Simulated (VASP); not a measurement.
A cell of ZnS (wurtzite) near equilibrium:

```yaml
crystal:
  lattice:
    - [1.90070, -3.29210, 0.00000]
    - [1.90070, 3.29210, 0.00000]
    - [0.00000, 0.00000, 6.22874]
  atoms:
    - { symbol: Zn, position: [0.66667, 0.33333, 0.50007] }
    - { symbol: Zn, position: [0.33333, 0.66667, 0.00007] }
    - { symbol: S, position: [0.66667, 0.33333, 0.87493] }
    - { symbol: S, position: [0.33333, 0.66667, 0.37493] }
```

The numbers are results of r2SCAN meta-GGA, VASP's PBE PAW potentials (set 64) (plane waves; VASP 6.6.1), not measurements.

| run | ΔE (meV/atom) | σxx | σyy | σzz | largest shear component, with its sign (GPa) | gap (eV) |
|---|---|---|---|---|---|---|
| as it is | 0.0 | 0.45 | 0.45 | 0.47 | 0.00 | 2.82 |
| after one change | 3.5 | 2.30 | 1.50 | 2.67 | 0.00 | 2.90 |
Stress is in GPa, positive when the cell is compressed; gaps are those on the k-mesh, and 0.00 means metallic.

**Question.** Name the change that produced these shifts.
(A) uniaxial strain of +3.0 % along y
(B) biaxial strain of -1.0 % in the xz plane with the ions relaxed
(C) shear strain γ_xz = -1.0 %
(D) uniaxial strain of -0.5 % along x

**Answer.** B, biaxial strain of -1.0 % in the xz plane with the ions relaxed

The compound is ZnS in the wurtzite structure, the high-temperature form.
